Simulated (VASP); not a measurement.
```xyz
4
Lattice="1.6550 -5.2400 0.0000 1.6550 5.2400 0.0000 0.0000 0.0000 4.3800" Properties=species:S:1:pos:R:3 pbc="T T T"
P      1.6550     4.1742     4.0270
P      1.6550     1.0658     1.8370
P      1.6550    -1.0658     2.5430
P      1.6550    -4.1742     0.3530
```

Calculation: PBE GGA, VASP's PBE PAW potentials (set 64) (plane waves; VASP). Settings: 400 eV cut-off, 6×6×5 Γ-centred mesh, Gaussian smearing of 0.050 eV, potentials P.

### Question
Give the stress tensor in GPa (positive for a compressed cell).

### Answer

```
1.98  0.00  0.00
0.00  2.31  0.00
0.00  0.00  1.54
```
The pressure is its mean diagonal, 1.94 GPa.

The compound is P in the black structure. The cell was not relaxed at this level.
